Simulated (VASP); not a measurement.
Given:

```yaml
crystal:
  lattice:
    - [1.84953, -3.20348, 0.00000]
    - [1.84953, 3.20348, 0.00000]
    - [0.00000, 0.00000, 5.72276]
  atoms:
    - { symbol: Y, position: [0.33333, 0.66667, 0.25000] }
    - { symbol: Y, position: [0.66667, 0.33333, 0.75000] }
```

Level of theory: RPBE GGA, VASP's PBE PAW potentials (set 64) (plane waves; VASP 6.6.1). Settings: 520 eV cut-off, Gaussian smearing of 0.050 eV, potentials Y_sv.

Problem. Give the energies of bands 9 to 14 at the high-symmetry points, in eV from the Fermi level.

Solution. 
```
band      Γ      M      K      A      L      H
----  -----  -----  -----  -----  -----  -----
9     -4.62  -1.66  -0.70  -3.20  -1.58  -0.37
10    -1.77  -1.12  -0.70  -3.20  -1.58  -0.37
11     0.86  -0.74  -0.64   1.00   0.10  -0.34
12     1.73  -0.20  -0.47   1.00   0.10  -0.34
13     1.73   1.41   1.08   1.63   1.31   0.36
14     2.13   1.42   1.08   1.63   1.31   0.36
```

It has no gap at this level: it comes out as a metal or semimetal.

The compound is Y in the hcp structure. It was relaxed first.
